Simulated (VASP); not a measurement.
HoO:

```
CELL_PARAMETERS angstrom
3.06403 0.00000 0.00000
-1.53202 2.65353 0.00000
0.00000 0.00000 2.99034
ATOMIC_POSITIONS crystal
Ho 0.00000 0.00000 0.00000
O 0.66667 0.33333 0.50000
```

The cell comes from a database or a generator and needn't be the stable form of this composition.

Base run:

| Item | Value |
| --- | --- |
| Program | VASP 6.6.1 |
| Functional | PBEsol |
| Potentials or basis | VASP PAW PBE potentials, release 64 (Ho, O) |
| Cutoff | 520 eV |
| k mesh | 7 × 7 × 6 |
| Occupations | gaussian, width 0.05 eV |
| Spin | collinear spin, random start |
| Starting moments | [-0.01, 0.0] μB |
| Hubbard terms | Ho f U = 2 eV |

Its results: band gap on the k mesh none (metal or under the smearing width); pressure 23.2 GPa.

**Question.** The run is repeated on the same cell with these changes: spin from collinear spin, random start to no spin polarisation; further incar settings from ALGO = Normal; EDIFF = 1e-06; NBANDS = 24 to ALGO = Normal; EDIFF = 1e-07. What comes out?

**Answer.** Band gap on the k mesh none (metal or under the smearing width); pressure 19.6 GPa.

Caveats: the PAW data sets were made with another functional, which shifts forces and pressure a little; the magnetic or orbital state may not be the lowest (some runs); spin-orbit coupling is left out, which moves the levels of the heavy elements (some runs); an odd number of electrons without spin polarisation forces a metal (some runs); a magnetic or distorted state may lie lower (some runs); U without spin polarisation on a metal has little footing (some runs).
